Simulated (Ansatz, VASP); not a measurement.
## CdF2 (1T-CdF2 monolayer): VASP beside Ansatz

Wanted: the spread between two codes on one cell, functional and k mesh. The structure shown is the start of the Ansatz relaxation below; VASP solves that cell, so the two are compared at the walk's first step.

Method: plane waves, with VASP 6.6.1 beside it; single point at PBE with D3(BJ), in Ansatz 0.2.0.

### Step 1. Set-up

The cell holds 3 atoms: 2 F and 1 Cd. Its edges and angles: a = 2.723 Å, b = 2.723 Å, c = 35.634 Å, α = 90.0°, β = 90.0°, γ = 120.0°. Vacuum lies along c.

### Step 2. Ansatz: relaxation, PBE with D3(BJ)

Ansatz runs on its PAW soft_1 files.

The two programs are compared at the cell with which this relaxation starts, whose forces are those of its first step.

input.yaml reads:

```yaml
crystal:
  lattice:
    - [2.723288, 0.0, 0.0]
    - [-1.361644, 2.3584365898, 0.0]
    - [0.0, 0.0, 35.6338078967]
  atoms:
    - { symbol: F, position: [0.6666666667, 0.3333333333, 0.4672528978] }
    - { symbol: Cd, position: [0.0, 0.0, 0.5] }
    - { symbol: F, position: [0.3333333333, 0.6666666667, 0.5327471022] }
  periodic: [true, true, false]
kpoints:
  mp_grid: { grid: [12, 12, 1] }
hamiltonian:
  xc: pbe
  dispersion: d3bj
  pseudopotentials: { kind: paw, azcp: { folder: soft_1 } }
scf:
  occupations: { method: fermi_dirac, width: 0.05 }
  convergence: { dr2_threshold: 1.0e-09 }
relax:
  f_tol: 0.004
  max_steps: 90
  cell: {}
output:
  write_potential: true
  write_density: true
  volumetric_format: npy
```

Launch:

```sh
$ ansatz run input.yaml --threads 2 --pin off --max-ram 3072MiB --backend cpu --events-out ev --progress --plain --runs-dir out
```

Numbers of over 12 decimals in the logs are rounded to 6 here.

Log:

```text
Warning: relax.cell: scf.convergence.dr2_threshold = 1e-9 eV is looser than the 1.97209074483e-10 eV advised for a relaxation that steers and ends on the stress (1e-10 eV for each atom of the cell: 3, times the square of relax.cell.stress_2d_tol = 0.05 N/m over 12.3 Å (the atoms' height at the walk's start and 5 Å past either face), 4.054e-2 GPa, over a crystal's default 0.05). What an SCF threshold leaves in a stress goes as its square root, and in the free energy as the threshold itself, and one threshold admits the most on a small cell: [figures from the program's tests cut] Set scf.convergence.dr2_threshold to 1.97209074483e-10 eV or tighter. [rest of the remark cut]
Engine: ansatz 0.2.0, x86_64-unknown-linux-gnu
Pseudopotentials: kind: paw
Pseudopotential: F, paw, valence charge 7, recommended cutoff 420 eV (normal), soft_1/F.paw.azcp
Pseudopotential: Cd, paw, valence charge 20, recommended cutoff 420 eV (normal), soft_1/Cd.paw.azcp
Functional definition: PBE
  parameter kappa = 0.804
  parameter beta = 0.066725
  exchange = pbe_x(kappa = kappa, mu = beta*pi^2/3)
  correlation = pbe_c(beta = beta)
Crystal: 3 atoms, lattice volume = 228.865 Å³
Basis set: ecut = 420 eV, 4529 PW (Γ), exchange–correlation on 40×40×480 points (8 copies of the dense FFT grid, shifted against one another)
Bands: 21, of which v1, the nominal top of the filled ones, is band 17 counted from 1 (16 counted from 0)
Symmetry: 12 space group operations
Space group: P-3m1 (ITA 164), of the structure as read, at distance tolerance 6.1e-5 Å
k-points: 19 of 144
Non-local potential: F, projectors of the file, l = 0: 2, l = 1: 2, l = 2: 1
Non-local potential: Cd, projectors of the file, l = 0: 3, l = 1: 2, l = 2: 2, l = 3: 1
PAW form: soft (Blöchl's): semilocal exchange-correlation on the pseudo side does not see the compensation charge
PAW one-centre angular grid: F, 110 points (default); XC on 64 Gauss nodes
PAW one-centre angular grid: Cd, 590 points (default); XC on 64 Gauss nodes
Initial density: superposition of atomic densities (neutral atoms: chi_scale 0, normalization atom)
Initial wavefunctions: pseudopotential atomic-orbital guess
Functional: x = pbe(κ = 0.804, μ = 0.219515), c = pbe(β = 0.066725)
SCF iter   1: F=—  HF=-9869.202376 eV  |F-HF|=—  |Δ(HF+E_count)|=         —  Δρ=5.29e-2  dr2=5.12e0  ethr=3.10e-3  ⟨swp⟩=13.7  Hψ=3349  notcnv=0
preconditioner: auto → Resta (q_TF=auto, 1.986 Å⁻¹)  ε∞=1.5  [insulator: Δε(μ)=4.926 eV  Ē_g=18.339 eV  σ=0.050 eV  W_gap=1.00  n_scr=22 (ndim 8)  ℏωp=12.5 eV  f_vac=0.851  D(μ)=0.00/eV (n_scr^D=0)  ε∞_Penn≈1.5  vacuum switching on, ρ_ref=2.4e-2 e/Å³]
SCF iter   2: F=—  HF=-9867.652984 eV  |F-HF|=—  |Δ(HF+E_count)|=    1.55e0  Δρ=2.22e-2  dr2=3.98e-1  ethr=3.10e-3  ⟨swp⟩=4.8  Hψ=1265  notcnv=0
SCF iter   3: F=—  HF=-9867.534804 eV  |F-HF|=—  |Δ(HF+E_count)|=   1.18e-1  Δρ=6.16e-3  dr2=4.24e-2  ethr=1.17e-3  ⟨swp⟩=4.0  Hψ=1227  notcnv=0
SCF iter   4: F=—  HF=-9867.530640 eV  |F-HF|=—  |Δ(HF+E_count)|=   4.16e-3  Δρ=1.83e-3  dr2=3.41e-3  ethr=1.25e-4  ⟨swp⟩=3.7  Hψ=886  notcnv=0  defer=1
SCF iter   5: F=—  HF=-9867.530458 eV  |F-HF|=—  |Δ(HF+E_count)|=   1.82e-4  Δρ=2.01e-4  dr2=3.40e-5  ethr=1.00e-5  ⟨swp⟩=3.3  Hψ=989  notcnv=0
SCF iter   6: F=—  HF=-9867.530583 eV  |F-HF|=—  |Δ(HF+E_count)|=   1.25e-4  Δρ=6.23e-5  dr2=3.82e-6  ethr=9.99e-8  ⟨swp⟩=3.9  Hψ=995  notcnv=0
SCF iter   7: F=—  HF=-9867.530582 eV  |F-HF|=—  |Δ(HF+E_count)|=   2.33e-7  Δρ=5.52e-6  dr2=4.25e-8  ethr=1.12e-8  ⟨swp⟩=3.1  Hψ=838  notcnv=0
SCF iter   8: F=—  HF=-9867.530623 eV  |F-HF|=—  |Δ(HF+E_count)|=   4.11e-5  Δρ=1.23e-6  dr2=1.01e-9  ethr=1.25e-10  ⟨swp⟩=4.1  Hψ=1129  notcnv=0
SCF iter   9: F=-9867.530623 eV  HF=-9867.530623 eV  |F-HF|=1.82e-11  |Δ(HF+E_count)|=   1.28e-9  Δρ=2.00e-7  dr2=4.19e-11  ethr=2.94e-12  ⟨swp⟩=12.2  Hψ=3268  notcnv=0
SCF 1 converged in 9 iterations: F = -9867.530623 eV  dr2 = 4.19e-11
  greatest PAW one-centre occupation: 1.001 electrons in one spin orbital (limit 2), on the Cd atom at site 1 (counted from 0), in its partial waves of l = 1
relax step   1: F+E_penalty+E_count = -9867.53062347 eV  Δ(F+E_penalty+E_count) = +0.000e0 eV  max|allowed force component| = 7.156e0 eV/Å  Δτ_max = 0.0000 Å  P = +59.936 N/m  Ω = 228.865 Å³  fix = [c, alpha, beta]  reactions: c +0.000 N/m  (9 SCF iters, accepted)
[...]
relax step  17: F+E_penalty+E_count = -9872.27901678 eV  Δ(F+E_penalty+E_count) = +2.152e-4 eV  max|allowed force component| = 2.444e-4 eV/Å  Δτ_max = 0.0047 Å  P = +0.004 N/m  Ω = 385.135 Å³  energy of the carried Pulay correction = -3.016e-3 eV  fix = [c, alpha, beta]  reactions: c +0.000 N/m  (7 SCF iters, accepted)
[...]
relax step  18: F+E_penalty+E_count = -9872.28227874 eV  Δ(F+E_penalty+E_count) = -3.262e-3 eV  max|allowed force component| = 2.319e-5 eV/Å  Δτ_max = 0.0000 Å  P = +0.029 N/m  Ω = 385.135 Å³  fix = [c, alpha, beta]  reactions: c +0.000 N/m  stress off target by 2.85e-2 N/m on what of the cell is left free  SCF on the basis re-selected at this cell (its energy is not comparable with the rows above)  (7 SCF iters)
basis re-selected at this cell: Δ(F+E_penalty+E_count) = -3.262e-3 eV, ΔP = +0.024 N/m vs the last step (what re-selecting the basis moved, of the pressure what is left beyond the Pulay correction that the steps carried, after the strain that the cell walked since its last selection, with what the two solves' SCF thresholds leave and, on support functions, any second-order correction that the steps lacked; it is no m [...]
WARN: The output density's exchange-correlation potential varies sharply where the density is thin. Do not read a vacuum level from v_tot or v_xc, or from such a field of the output density. On a cell that repeats whose density bears no net charge and no dipole along the vacuum's axis use v_es (v_loc + v_h of the components); under efield.dipole_correction with no amplitude use v_es + v_field, which holds any externa [...]
SCF converged after 7 iterations
an eigenvalue changed by more than its tolerance at an iteration that met the thresholds in force, so the SCF went on 2 times, its first undamped step at iteration 6: the last check found none over its tolerance
Free energy (F): -9872.282279 eV
Harris-Foulkes:  -9872.282279 eV  (|F-HF|=6.73e-11)
Internal energy: -9872.282279 eV  (E = F + TS)
E sigma→0 (E₀):  -9872.282279 eV
Fermi energy:    -6.791893 eV
--- Per-component energies (eV) ---
  E_band       = -995.962164
  E_kinetic    = 834.055037
  E_local      = -81893.875367  (includes V_loc(G=0)·N_el)
  E_nonlocal   = 297.926669
  E_hartree    = 40432.301129
  E_xc         = -309.025411
  E_vxc        = -391.455591  (∫ρ·V_xc dr)
  E_paw        = -4511.821962  (= ΣΔE_a)
  E_vpaw       = -707.216980  (= ΣTr[D̂ρ^β])
  E_aug_tail   = 0.001743  (compensation charges beyond the density's cutoff)
  E_ewald      = 35278.404776
  E_disp       = -0.248893  (pairwise vdW)
  E_smearing   = -0.000000  (= −TS)
  E_closure    = 0.000000  (closes the sum)
  Σ components = -9872.282279   (vs F -9872.282279, Δ=0.00e0)
--- Forces (eV/Å), atoms counted from 1 ---
  atom   1  F      0.00000000     0.00000000    -0.00002319
  atom   2  Cd     0.00000000     0.00000000     0.00000000
  atom   3  F     -0.00000000    -0.00000000     0.00002319
  max |Σ_I F_I| component: 4.63e-18 eV/Å
--- 2D stress c σ (N/m, compression-positive) ---
        0.028537       0.000000       0.000000
        0.000000       0.028537      -0.000000
        0.000000      -0.000000       0.000000
  P = ½ c Tr σ = 0.0285 N/m
--- Band table (eV; the first three rows and the last of 19) ---
  k-point 0: bands = [... 13 lower, -9.9928, -9.6514, -8.8142, -8.8142, -4.9334, -1.5274 (-1.5274°), -0.1108, 0.0997]
  k-point 1: bands = [... 13 lower, -9.9647, -9.6219, -8.9102, -8.8310, -4.7373, -1.3892 (-1.3892°), -0.0057, 0.2136]
  k-point 2: bands = [... 13 lower, -10.0067, -9.5507, -9.1450, -8.8635, -4.2019, -1.0025 (-1.0025°), 0.3069, 0.5536]
  k-point 18: bands = [... 13 lower, -10.5691, -10.3190, -9.0877, -9.0877, -0.9468, 2.1688, 2.2924, 2.2924]
  ° read free of the cell's end (the report's vacuum.weakly_bound_levels)
--- Relaxed structure (15 steps of the walk, 14 accepted, 3 SCFs on fresh bases) ---
  F+E_penalty+E_count = -9872.28227874 eV   max|allowed force component| = 2.319e-5 eV/Å   (the final SCF, on the basis selected at the relaxed cell)
  cell:  # Å, volume = 385.1352 Å³
    - [3.532728, 0.0, 0]
    - [-1.766364, 3.059432, 0]
    - [0, 0, 35.6338078967]
  atoms:
    - { symbol: F, position: [0.666667, 0.333333, 0.471777] }
    - { symbol: Cd, position: [0, 0, 0.500000] }
    - { symbol: F, position: [0.333333, 0.666667, 0.528223] }
```

Reading the cycles: dr2 is the Hartree energy of the density residual (eV), the measure of convergence; HF is the Harris–Foulkes estimate of the energy, which meets the free energy F at convergence.

### Step 3. VASP: single point, PBE with D3(BJ), start cell

The same cell, functional, mesh and smearing now go to VASP, with its own data sets.

Lines of VASP's logs that name or quote its potential files are left out, and so is its time.

INCAR reads:

```
SYSTEM = CdF2
PREC = Accurate
ENCUT = 520
EDIFF = 1E-06
NELM = 120
ISMEAR = -1
SIGMA = 0.05
LREAL = .FALSE.
ALGO = Normal
GGA = PE
IVDW = 12
NBANDS = 19
LORBIT = 11
LWAVE = .FALSE.
LCHARG = .FALSE.
ISIF = 2
LDIPOL = .TRUE.
IDIPOL = 3
DIPOL = 0.5 0.5 0.5
LVHAR = .TRUE.
LASPH = .TRUE.
GGA_COMPAT = .FALSE.
EFERMI = MIDGAP
NELMDL = -8
```

POSCAR reads:

```
CdF2
1.0
    2.7232880000      0.0000000000      0.0000000000
   -1.3616440000      2.3584370000      0.0000000000
    0.0000000000      0.0000000000     35.6338080000
F Cd
2 1
Direct
    0.6666667373      0.3333334747      0.4672528965
    0.3333332627      0.6666665253      0.5327471035
    0.0000000000      0.0000000000      0.5000000000
```

KPOINTS reads:

```
Automatic mesh
0
Gamma
12 12 1
0 0 0
```

PAW data sets: F and Cd (PBE family, release 64).

Launch:

```sh
$ mpirun -np 1 vasp_std
```

Log:

```text
[banner, memory and clock lines left out]
running    1 mpi-ranks, on    1 nodes
 distrk:  each k-point on    1 cores,    1 groups
 distr:  one band on    1 cores,    1 groups

 POSCAR found type information on POSCAR F Cd
 POSCAR found :  2 types and       3 ions
 LDA part: xc-table for (Slater+PW92), standard interpolation
 POSCAR, INCAR and KPOINTS ok, starting setup
 FFT: planning ... GRIDC
 FFT: planning ... GRID_SOFT
 FFT: planning ... GRID
 WAVECAR not read
 entering main loop
       N       E                     dE             d eps       ncg     rms          rms(c)
DAV:   1     0.254971631804E+03    0.25497E+03   -0.11183E+04   842   0.105E+03
DAV:   2     0.154750453122E+02   -0.23950E+03   -0.22395E+03   991   0.280E+02
DAV:   3    -0.693992866142E+01   -0.22415E+02   -0.22387E+02   846   0.103E+02
DAV:   4    -0.720595343538E+01   -0.26602E+00   -0.26593E+00   896   0.123E+01
DAV:   5    -0.720803644174E+01   -0.20830E-02   -0.20830E-02   875   0.948E-01
DAV:   6    -0.720805756812E+01   -0.21126E-04   -0.21126E-04   901   0.898E-02
DAV:   7    -0.720805779356E+01   -0.22544E-06   -0.22546E-06   863   0.884E-03
DAV:   8    -0.720805779686E+01   -0.32996E-08   -0.33004E-08   643   0.108E-03    0.313E+01
DAV:   9    -0.538825770890E+01    0.18198E+01   -0.62846E+00  1053   0.369E+01    0.231E+01
DAV:  10    -0.542584873046E+01   -0.37591E-01   -0.15580E+00   860   0.122E+01    0.220E+00
DAV:  11    -0.538632010041E+01    0.39529E-01   -0.16485E-01   935   0.350E+00    0.550E-01
DAV:  12    -0.538538306945E+01    0.93703E-03   -0.13766E-02   933   0.223E+00    0.544E-01
DAV:  13    -0.538570184284E+01   -0.31877E-03   -0.96642E-04   931   0.290E-01    0.345E-01
DAV:  14    -0.538585368317E+01   -0.15184E-03   -0.12389E-04   936   0.119E-01    0.407E-02
DAV:  15    -0.538595872326E+01   -0.10504E-03   -0.73208E-05   935   0.631E-02    0.173E-02
DAV:  16    -0.538604404185E+01   -0.85319E-04   -0.16259E-05   932   0.288E-02    0.758E-03
DAV:  17    -0.538614872562E+01   -0.10468E-03   -0.39241E-05   868   0.393E-02    0.708E-03
DAV:  18    -0.538617891955E+01   -0.30194E-04   -0.82647E-06   875   0.143E-02    0.399E-03
DAV:  19    -0.538618689369E+01   -0.79741E-05   -0.46470E-07   722   0.998E-03    0.156E-03
DAV:  20    -0.538619419334E+01   -0.72997E-05   -0.45541E-07   681   0.420E-03    0.140E-03
DAV:  21    -0.538619805924E+01   -0.38659E-05   -0.10183E-07   673   0.140E-03    0.111E-03
DAV:  22    -0.538620085849E+01   -0.27993E-05   -0.85856E-08   643   0.238E-03    0.251E-04
DAV:  23    -0.538620230387E+01   -0.14454E-05   -0.22463E-08   657   0.135E-03    0.272E-04
DAV:  24    -0.538620303581E+01   -0.73194E-06   -0.98673E-09   657   0.495E-04
   1 F= -.58061437E+01 E0= -.58061437E+01  d E =-.560606E-20
```

OUTCAR, selected parts (step 3):

```text
ion  position               nearest neighbor table
   1  0.667  0.333  0.467-   3 1.96   3 1.96   3 1.96
   2  0.333  0.667  0.533-   3 1.96   3 1.96   3 1.96
   3  0.000  0.000  0.500-   2 1.96   1 1.96   1 1.96   2 1.96   1 1.96   2 1.96

  LATTYP: Found a hexagonal cell.
 ALAT       =     2.7232880000
 C/A-ratio  =    13.0848474344

 Subroutine GETGRP returns: Found 12 space group operations
 (whereof 12 operations were pure point group operations)

The static configuration has the point symmetry D_3d.

 Found     19 irreducible k-points:

   k-points           NKPTS =     19   k-points in BZ     NKDIM =     19   number of bands    NBANDS=     19

   dimension x,y,z NGX =    20 NGY =   20 NGZ =  270
   dimension x,y,z NGXF=    40 NGYF=   40 NGZF=  540

   ENCUT  =  520.0 eV  38.22 Ry    6.18 a.u.   5.06  5.06 66.26*2*pi/ulx,y,z

   NELECT =      26.0000    total number of electrons

 k-points in reciprocal lattice and weights: Automatic mesh
   0.00000000  0.00000000  0.00000000       0.007
   0.08333333 -0.00000000  0.00000000       0.042
   0.16666667 -0.00000000  0.00000000       0.042
   0.25000000 -0.00000000  0.00000000       0.042
   0.33333333 -0.00000000  0.00000000       0.042
   0.41666667  0.00000000  0.00000000       0.042
   0.50000000 -0.00000000  0.00000000       0.021
   0.08333333  0.08333333  0.00000000       0.042
   0.16666667  0.08333333  0.00000000       0.083
[...]
0.33333333  0.25000000  0.00000000       0.083
   0.33333333  0.33333333  0.00000000       0.014

 dipolmoment           0.000000      0.000000      0.000000 electrons x Angstroem

 average (electrostatic) potential at core
       1 -85.3903       2 -85.3903       3 -45.6351

 E-fermi :  -4.8971

 k-point     1 :       0.0000    0.0000    0.0000
  band No.  band energies     occupation
    ...
      9     -10.2974      2.00000
     10      -9.8267      2.00000
     11      -9.8267      2.00000
     12      -7.1459      2.00000
     13      -7.1459      2.00000
     14      -2.7406      0.00000
     15       0.6130      0.00000
     16       1.1331      0.00000
     17       1.3074      0.00000
     18       1.4042      0.00000
    ...

 k-point     2 :       0.0833   -0.0000    0.0000
  band No.  band energies     occupation
    ...
      9     -10.4729      2.00000
     10      -9.7646      2.00000
     11      -9.6962      2.00000
     12      -7.3552      2.00000
     13      -7.1691      2.00000
     14      -2.4071      0.00000
     15       0.8428      0.00000
     16       1.3118      0.00000
     17       1.4916      0.00000
     18       1.5979      0.00000
    ...

 k-point     3 :       0.1667   -0.0000    0.0000
  band No.  band energies     occupation
    ...
      9     -10.2948      2.00000
     10      -9.6698      2.00000
     11      -9.5924      2.00000
     12      -7.7741      2.00000
     13      -7.2105      2.00000
     14      -1.5622      0.00000
     15       1.4596      0.00000
     16       1.8413      0.00000
     17       2.0448      0.00000
     18       2.1699      0.00000
    ...

 Edisp (eV)   -0.41994

  Total      25.58047    25.58048    17.96001    -0.00000     0.00000     0.00000
  in kB     179.07665   179.07671   125.72946    -0.00000     0.00000     0.00000
  external pressure =      161.29 kB  Pullay stress =        0.00 kB

  energy-cutoff  :      520.00
  volume of cell :      228.87
      direct lattice vectors                 reciprocal lattice vectors
     2.723288000  0.000000000  0.000000000     0.367203175  0.212004815  0.000000000
    -1.361644000  2.358437000  0.000000000     0.000000000  0.424009630  0.000000000
     0.000000000  0.000000000 35.633808000     0.000000000  0.000000000  0.028063237

 POSITION                                       TOTAL-FORCE (eV/Angst)
 -----------------------------------------------------------------------------------
      1.36164      0.78615     16.65000         0.000000      0.000000     -7.735848
      0.00000      1.57229     18.98381        -0.000000     -0.000000      7.735848
      0.00000      0.00000     17.81690        -0.000000      0.000000      0.000000
 -----------------------------------------------------------------------------------
    total drift:                               -0.000000      0.000000      0.000000

  FREE ENERGIE OF THE ION-ELECTRON SYSTEM (eV)
  ---------------------------------------------------
  free  energy   TOTEN  =        -5.8061437442 eV

  energy  without entropy=       -5.8061437442  energy(sigma->0) =       -5.80614374

 vacuum level on the upper side and lower side of the slab         1.278         1.278

 total charge
# of ion       s       p       d       tot
------------------------------------------
    1        1.756   4.449   0.000   6.205
    2        1.756   4.449   0.000   6.205
    3        0.418   0.543   9.943  10.904
--------------------------------------------------
tot          3.930   9.441   9.943  23.314

[... 3 further parts left out ...]
```

### Step 4. Differences

Known differences besides the potentials themselves: Ansatz cuts the interaction across the vacuum, VASP repeats the sheet with a dipole correction; the data sets hold 34 valence electrons in Ansatz (on its PAW soft_1 files) and 26 in VASP; the cutoff is 420 eV in Ansatz and 520 eV in VASP. Total energies have different zeros and are not compared.

Forces (eV/Å; atoms numbered as in POSCAR):

| atom | Ansatz x, y, z | VASP x, y, z |
| --- | --- | --- |
| F1 | 0.000, 0.000, -7.156 | 0.000, 0.000, -7.736 |
| F2 | 0.000, 0.000, 7.156 | 0.000, 0.000, 7.736 |
| Cd3 | 0.000, 0.000, 0.000 | 0.000, 0.000, 0.000 |

The forces differ by 274 meV/Å r.m.s., which is 7.5 % of the r.m.s. force of 3.647 eV/Å (both taken over all components). With vacuum in the cell, a pressure given here is an average over mostly empty space and none of the material.

### Step 5. Results

| Property | Result |
| --- | --- |
| r.m.s. force difference (single point, PBE with D3(BJ), start cell) | 7.5 % of the r.m.s. force |

In words: The r.m.s. force difference is 7.5 % of the r.m.s. force (single point, PBE with D3(BJ), start cell), beyond the 3 % picked in this series as the mark of a large difference. The data sets hold unlike numbers of valence electrons (34 in Ansatz and 26 in VASP), so part of the differences comes from the potentials. What causes the difference of the single point, PBE with D3(BJ), start cell pair stays open here. 1 further run of this series is not shown here. How closely two codes agree says nothing of how well the functional describes the real material.

[Lines on the potential files, build, host, timing and source positions are cut from VASP's logs without a mark.]

[Logs are printed without paths, hosts, clocks, repeated set-up lines and the standing remarks that a program may print on its own settings, such as how far it seeks lower states.]

[Hosts, paths, dates, database ids (printed as entryN), source tags and the programs' standing remarks are cut or masked in the printed files.]
